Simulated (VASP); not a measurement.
Input of a VASP 6.6.1 run:

POSCAR

```
Zr3MoC
1.0
    4.9425100000      0.0000000000      0.0000000000
    0.0000000000      4.9425100000      0.0000000000
    0.0000000000      0.0000000000      4.9425100000
Zr Mo C
3 1 1
Direct
    0.5000000000      0.0000000000      0.0000000000
    0.0000000000      0.5000000000      0.0000000000
    0.0000000000      0.0000000000      0.5000000000
    0.0000000000      0.0000000000      0.0000000000
    0.5000000000      0.5000000000      0.5000000000
```

File INCAR.step1:

```
PREC = Accurate
ENCUT = 520
EDIFF = 1E-6
ISMEAR = -1
SIGMA = 0.1
LREAL = F
LASPH = T
NELM = 60
ALGO = Normal
ISIF = 2
LWAVE = F
LCHARG = T
MAGMOM = 0 0 0 0 0 0 0 0 0 0 0 0 0 0 0
LSORBIT = T
GGA_COMPAT = F
LMAXMIX = 4
GGA = PE
IVDW = 1
```

KPOINTS.step1

```
Automatic mesh
0
Gamma
  5 5 5
```

File INCAR.step2:

```
PREC = Accurate
ENCUT = 520
EDIFF = 1E-6
ISMEAR = -5
SIGMA = 0.1
LREAL = F
LASPH = T
NELM = 60
ALGO = Normal
ISIF = 2
LWAVE = F
LCHARG = F
MAGMOM = 0 0 0 0 0 0 0 0 0 0 0 0 0 0 0
LORBIT = 10
LSORBIT = T
GGA_COMPAT = F
LMAXMIX = 4
GGA = PE
IVDW = 1
NEDOS = 2001
ICHARG = 11
```

Contents of KPOINTS.step2:

```
Automatic mesh
0
Gamma
  8 8 8
```

Potentials or basis: VASP PAW PBE potentials, release 64 (Zr_sv, Mo_sv, C).

Command:

```bash
$ cat potpaw_PBE.64/Zr_sv/POTCAR potpaw_PBE.64/Mo_sv/POTCAR potpaw_PBE.64/C/POTCAR > POTCAR
$ cp INCAR.step1 INCAR
$ cp KPOINTS.step1 KPOINTS
$ mpirun -np 1 vasp_ncl > vasp.out
$ cp INCAR.step2 INCAR
$ cp KPOINTS.step2 KPOINTS
$ mpirun -np 1 vasp_ncl > vasp.out
```

(1) Estimate the dispersion energy per atom.

Answers

(1) -0.412 eV.
